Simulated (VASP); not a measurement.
Crystal: ZnGaN.

```
Zn Ga N
1.0
     4.29617    0.00000    0.00000
    -2.14808    3.72059    0.00000
     0.00000    0.00000    2.65227
Zn Ga N
1 1 1
Direct
  0.66667 0.33333 0.50000
  0.33333 0.66667 0.50000
  0.00000 0.00000 0.00000
```

The cell was built by a generator and needn't be a form met in nature.

```yaml
Program: VASP 6.6.1
Task: relaxation of cell and atoms
Functional: PBE
Potentials_or_basis: VASP PAW PBE potentials, release 64 (Zn, Ga_d, N)
Cutoff: 600 eV
k_mesh: 7 × 7 × 10
Occupations: gaussian, width 0.05 eV
Spin: no spin polarisation
```

At the start: pressure -0.1 GPa; volume 14.13 Å³/atom.

Question: Where does the relaxation end?

Answer: Over 3 steps the energy falls by 2.3 meV/atom and the volume is 14.10 Å³/atom (-0.2 %); space group P-6m2 (No. 187, to 0.05 Å).

The path:
| step | energy change (eV) | largest force (eV/Å) | pressure (GPa) | volume (Å³) |
| --- | --- | --- | --- | --- |
| 1 | 0.0000 | 0.0002 | -0.10 | 42.39 |
| 2 | -0.0059 | 0.0000 | -0.10 | 42.34 |
| 3 | -0.0070 | 0.0001 | -0.08 | 42.31 |

Final structure:
```
Zn Ga N
1.0
     4.32461    0.00004    0.00000
    -2.16226    3.74524    0.00000
     0.00000    0.00000    2.61202
Zn Ga N
1 1 1
Direct
  0.66667 0.33333 0.50000
  0.33333 0.66667 0.50000
  0.00000 0.00000 0.00000
```
